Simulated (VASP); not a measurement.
OSZICAR of a VASP run on Ni$_{3}$Al (L1_2):

**OSZICAR**
```
       N       E                     dE             d eps       ncg     rms          rms(c)
DAV:   1     0.167722153564E+03    0.16772E+03   -0.12032E+04    84   0.161E+03
DAV:   2    -0.163775004384E+02   -0.18410E+03   -0.17640E+03    84   0.328E+02
DAV:   3    -0.254223815709E+02   -0.90449E+01   -0.85934E+01    84   0.981E+01
DAV:   4    -0.255923851764E+02   -0.17000E+00   -0.16975E+00    92   0.119E+01
DAV:   5    -0.255984893205E+02   -0.61041E-02   -0.61031E-02   115   0.196E+00    0.204E+01
DAV:   6    -0.268120918603E+02   -0.12136E+01   -0.72321E+01    94   0.142E+02    0.226E+01
DAV:   7    -0.210645670957E+02    0.57475E+01   -0.20304E+01    94   0.751E+01    0.258E+00
DAV:   8    -0.210862020331E+02   -0.21635E-01   -0.57130E-01    92   0.675E+00    0.198E+00
DAV:   9    -0.210884777927E+02   -0.22758E-02   -0.32016E-02   107   0.231E+00    0.138E+00
DAV:  10    -0.211068116493E+02   -0.18334E-01   -0.75455E-03   105   0.132E+00    0.576E-01
DAV:  11    -0.210997514585E+02    0.70602E-02   -0.86328E-03   104   0.116E+00    0.713E-01
DAV:  12    -0.211056080834E+02   -0.58566E-02   -0.18138E-03    92   0.716E-01    0.112E-01
DAV:  13    -0.211056493882E+02   -0.41305E-04   -0.16393E-04   104   0.134E-01    0.546E-02
DAV:  14    -0.211056506197E+02   -0.12315E-05   -0.12093E-05    94   0.394E-02    0.359E-02
DAV:  15    -0.211056505235E+02    0.96255E-07   -0.33909E-06    88   0.300E-02
   1 F= -.21105651E+02 E0= -.21107212E+02  d E =0.468404E-02  mag=     1.0124
```

Q: Which electronic solver shows in the log?

A: It is blocked Davidson (ALGO = Normal, or the opening steps of other solvers). The INCAR had ALGO = Normal.

Q: How was spin treated?

A: Collinear spin (ISPIN = 2): the summary line carries one mag value, 1.01 μB in the cell.

Q: Can the final energy be trusted as converged?

A: The run converged. It stopped with EDIFF = 1E-6, NELM = 100 (PBE GGA, plane waves, VASP's PBE PAW potentials (set 64)).

The compound is Ni3Al in the L1_2 structure. The cell was not relaxed at this level. The k-mesh is coarse (spacing up to 0.88 per Å, 2π included), so the numbers may not be converged in it. The run is one of a series of settings (KPOINTS 2×2×2 Monkhorst-Pack mesh against the base run), some of them coarse on purpose.
